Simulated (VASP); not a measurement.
A run of VASP 6.6.1 is set up as follows.

The input INCAR:

```
SYSTEM = Rb2HgBr3
PREC = Accurate
ENCUT = 520
EDIFF = 1E-6
ISMEAR = 0
SIGMA = 0.1
LREAL = .FALSE.
LASPH = .TRUE.
NELM = 100
ALGO = Fast
ISIF = 2
LWAVE = .FALSE.
LCHARG = .FALSE.
GGA = PE
NBANDS = 34
```

File KPOINTS:

```
Automatic mesh
0
G
  3 3 4
  0 0 0
```

The input POSCAR:

```
Rb2HgBr3
1.0
    7.5015568200      0.0000000000      0.0000000000
   -3.7507784100      6.4965387700      0.0000000000
    0.0000000000      0.0000000000      4.0595542100
Rb Hg Br
2 1 3
Direct
    0.3333333300      0.6666666700      0.0000000000
    0.6666666700      0.3333333300      0.0000000000
    0.0000000000      0.0000000000      0.0000000000
    0.5000000000      0.0000000000      0.5000000000
    0.5000000000      0.5000000000      0.5000000000
    0.0000000000      0.5000000000      0.5000000000
```

Potentials or basis: VASP PAW PBE potentials, release 64 (Rb_sv, Hg, Br).

Launch:

```sh
$ cat potpaw_PBE.64/Rb_sv/POTCAR potpaw_PBE.64/Hg/POTCAR potpaw_PBE.64/Br/POTCAR > POTCAR
$ mpirun -np 1 vasp_std > vasp.out
```

Q: Estimate the pressure.

A: 9.5 GPa.

Q: Estimate the band gap on the k mesh.

A: None (metal or under the smearing width).

Stress tensor (GPa, compression positive):
```
 7.70  0.00  0.00
 0.00  7.70  0.00
 0.00  0.00 13.25
```

Caveat: the k mesh is coarse (spacing up to 0.39 Å⁻¹), so the values aren't converged; an odd number of electrons without spin polarisation forces a metal; a magnetic or distorted state may lie lower. Spin-orbit coupling is left out, which matters for the levels of Hg.
